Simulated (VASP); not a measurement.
The cell holds one Sr (fcc) (111) slab, with vacuum along c, ions free to move until forces fall under 0.03 eV/Å, no reconstruction beyond this cell, dipole correction on.

```
Sr
1.0
    4.30917     0.00000     0.00000
   -2.15459     3.73185     0.00000
    0.00000     0.00000    25.59005
Sr
3
Cartesian
  0.00000   2.48790   9.27660
  0.00000   0.00000  12.79503
  2.15459   1.24395  16.31345
```

Computed with r2SCAN meta-GGA, VASP's PBE PAW potentials (set 64) (plane waves; VASP 6.6.1). Numerical set-up: 400 eV cut-off, 8×8×1 Γ-centred mesh, first-order Methfessel-Paxton smearing of 0.10 eV, potentials Sr_sv.

Slab and bulk use different k-meshes, so the surface energy is good to a few per cent at best.

Problem. Predict its surface energy, work function, band gap (on the k-mesh).

Solution. 
```yaml
surface_energy: 0.37 J/m²
work_function: 2.73 eV
band gap (on the k-mesh): none (metal, semimetal or under 0.01 eV)
```

The cell is a thin slab with vacuum, built from Sr (fcc): (111) face.
